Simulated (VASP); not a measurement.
Method: PBEsol GGA, VASP's PBE PAW potentials (set 64) (plane waves; VASP).

The input files of a VASP run:

### INCAR
```
SYSTEM  =  GaN
PREC  =  Accurate; ENCUT  =  600; LREAL  =  .FALSE.
LASPH  =  .TRUE.
EDIFF  =  1E-7; NELM  =  100; ALGO  =  Normal
LMAXMIX  =  4
ISMEAR  =  0; SIGMA  =  0.05
GGA  =  PS
ISIF  =  2
LWAVE  =  .FALSE.; LCHARG  =  .FALSE.
```

**KPOINTS**
```
Regular mesh
0
gamma
  8 8 4
```

POSCAR:
```
GaN
1
    1.5912219442    -2.7560772157     0.0159122194
    1.5912219442     2.7560772157     0.0159122194
    0.0518010241     0.0000000000     5.1801024119
Ga N
2 2
Direct
  0.6666670000   0.3333330000   0.5000334008
  0.3333330000   0.6666670000   0.0000334008
  0.6666670000   0.3333330000   0.8769665992
  0.3333330000   0.6666670000   0.3769665992
```

POTCAR, in this order: Ga_d N (PBE.64 set). Program: vasp_std.

Problem. Estimate the energy per atom (σ→0).

Solution. 
- energy per atom (σ→0): -6.566 eV/atom

### OSZICAR
```
...
DAV:  10    -0.262654949119E+02   -0.85766E-03   -0.61435E-03  4082   0.863E-01    0.134E-01
DAV:  11    -0.262654234590E+02    0.71453E-04   -0.82173E-04  5406   0.551E-01    0.225E-02
DAV:  12    -0.262654269322E+02   -0.34732E-05   -0.14036E-04  4166   0.950E-02    0.109E-02
DAV:  13    -0.262654270086E+02   -0.76431E-07   -0.15367E-05  4500   0.871E-02    0.358E-03
DAV:  14    -0.262654270694E+02   -0.60757E-07   -0.17070E-06  4942   0.264E-02    0.420E-03
DAV:  15    -0.262654269108E+02    0.15853E-06   -0.51514E-07  4076   0.686E-03    0.390E-04
DAV:  16    -0.262654269084E+02    0.24738E-08   -0.40636E-08  2216   0.300E-03
   1 F= -.26265427E+02 E0= -.26265427E+02  d E =-.572380E-17
```

The compound is GaN in the wurtzite structure. This cell was strained or had an atom moved on purpose.
